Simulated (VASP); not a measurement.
Here is the system:

```
GdScO3
1.0
    2.77931     1.60464     4.89427
   -2.77931     1.60464     4.89427
    0.00000    -3.20927     4.89427
Gd O Sc
2 6 2
Direct
  0.36425   0.36425   0.36425
  0.63575   0.63575   0.63575
  0.22143   0.55247   0.96669
  0.96669   0.22143   0.55247
  0.55247   0.96669   0.22143
  0.77857   0.44753   0.03331
  0.03331   0.77857   0.44753
  0.44753   0.03331   0.77857
  0.14822   0.14822   0.14822
  0.85178   0.85178   0.85178
```

These are PBEsol GGA, VASP's PBE PAW potentials (set 64) (plane waves; VASP) values and carry that method's errors. Numerical set-up: 520 eV cut-off, Gaussian smearing of 0.050 eV, potentials Gd_3 O Sc_sv.

The 4f electrons are frozen in the core of the lanthanide potential, so 4f levels, which can set the real gap, and their magnetism are missing.

### Question
Give the energies of bands 31 to 44 at the high-symmetry points, in eV from the valence-band maximum.

### Answer

```tsv
band	Γ	T	H2	L	S0	F
31	-1.48	-1.49	-1.38	-1.23	-1.36	-1.37
32	-0.90	-1.48	-1.21	-1.22	-0.88	-1.01
33	-0.80	-0.58	-0.86	-0.93	-0.86	-0.82
34	-0.80	-0.58	-0.68	-0.75	-0.67	-0.70
35	-0.42	-0.55	-0.37	-0.65	-0.45	-0.48
36	-0.24	-0.44	-0.34	-0.44	-0.39	-0.28
37	-0.24	-0.44	-0.28	-0.12	-0.21	-0.15
38	-0.14	-0.28	-0.04	-0.06	-0.08	-0.01
39	4.45	5.32	4.51	4.37	4.44	4.60
40	5.33	5.32	4.73	4.66	4.61	5.05
41	5.33	5.57	5.41	5.38	5.42	5.16
42	5.49	5.70	5.57	5.42	5.61	5.33
43	5.68	5.79	5.73	5.68	5.72	5.68
44	5.69	5.79	5.87	5.97	5.88	5.87
```

The gap is indirect, 4.30 eV, from the valence maximum at F-Γ at 0.18 to the conduction minimum at H0-L at 0.45.

The structure was generated: GdScO3 was put into the ilmenite type (R-3), which need not be its known phase. It was relaxed first.
